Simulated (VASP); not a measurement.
VASP runs on MgB2 (space group P6/mmm) share one base input (PBE GGA, plane waves, VASP's PBE PAW potentials (set 64)) and change the settings named in each case.

KPOINTS:
```
K-points
0
G
  9 9 7
```

POSCAR:
```
MgB2
1
    3.0128370000     0.0000000000     0.0000000000
   -1.5064190000     2.6091930000     0.0000000000
    0.0000000000     0.0000000000     3.4634800000
Mg B
1 2
Direct
  0.0000000000   0.0000000000   0.0000000000
  0.6666670000   0.3333330000   0.5000000000
  0.3333330000   0.6666670000   0.5000000000
```

INCAR:
```
SYSTEM = MgB2
PREC = Accurate
ENCUT = 400
EDIFF = 1E-6
NELM = 100
ALGO = Normal
LREAL = .FALSE.
LASPH = .TRUE.
ISMEAR = -1
SIGMA = 0.1
GGA = PE
LWAVE = .FALSE.
LCHARG = .FALSE.
ISIF = 2
```

POTCAR, in this order: Mg B (PBE.64 set). Program: vasp_std.

```csv
change,E(σ→0) (eV/atom),pressure (GPa),−TS (eV)
base run,-5.0918,9.95,-0.0207
"EDIFF = 1E-09, ENCUT = 560, KPOINTS 13×13×10 Γ-centred mesh",-5.0923,9.78,-0.0216
"ENCUT = 200, GGA removed, ISMEAR = 1, SIGMA = 0.2, KPOINTS 4×4×4 Γ-centred mesh, POTCAR Mg B (LDA.64 set)",-5.6251,-9.55,0.0022
"ENCUT = 280, GGA removed, KPOINTS 4×4×4 Γ-centred mesh shifted by (0.5, 0.5, 0.5), POTCAR Mg B (LDA.64 set)",-5.7425,-0.24,-0.0293
"ENCUT = 240, ISMEAR = 0, SIGMA = 0.2, KPOINTS 6×6×6 Γ-centred mesh",-5.0535,4.99,-0.0114
"ENCUT = 320, KPOINTS 6×6×6 Γ-centred mesh",-5.0877,(withheld),(withheld)
```

Question: Fill in the missing entries.

Answer: 
- ENCUT = 320, KPOINTS 6×6×6 Γ-centred mesh, pressure (GPa): 9.03
- ENCUT = 320, KPOINTS 6×6×6 Γ-centred mesh, −TS (eV): -0.0206

Energies of different potentials or functionals have different zeros.  At 400 eV the pressure can carry a Pulay error.

Left out are runs that ran out of time, are held back, or changed the cell or the kind of run, fixed moments of cells without a moment, rows past the twelfth, gaps on odd meshes, pressures of charged cells and columns that move by less than the noise.

The structure comes from a computed database's MgB2 entry; how it stands against other phases isn't given here. The cell was not relaxed at this level, its lattice was scaled by up to 2.5 %.
